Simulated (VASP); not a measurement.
Energy against volume of GaSb (zinc blende). Computed with HSEsol screened hybrid, VASP's PBE PAW potentials (set 64) (plane waves; VASP). Numerical set-up: 520 eV cut-off, 6×6×6 Γ-centred mesh, Gaussian smearing of 0.050 eV, potentials Ga_d Sb.

```tsv
V (Å³/atom)	E (eV/atom)
27.365	-4.74337
28.267	-4.74323
29.169	-4.73309
30.071	-4.71461
```

Task: Fit these four points and predict the energy of the run at 30.973 Å³/atom.

Result: A cubic in V^(−2/3), the third-order Birch-Murnaghan form, passes through the four points with V0 = 27.80 Å³/atom and B0 = 60 GPa, and gives -4.6892 eV/atom there. The run gave -4.6888 eV/atom, +0.3 meV/atom from the fit; all five points give B0 = 59 GPa.

The compound is GaSb in the zinc blende structure. It was relaxed first. The cell's shape comes from a PBE relaxation.
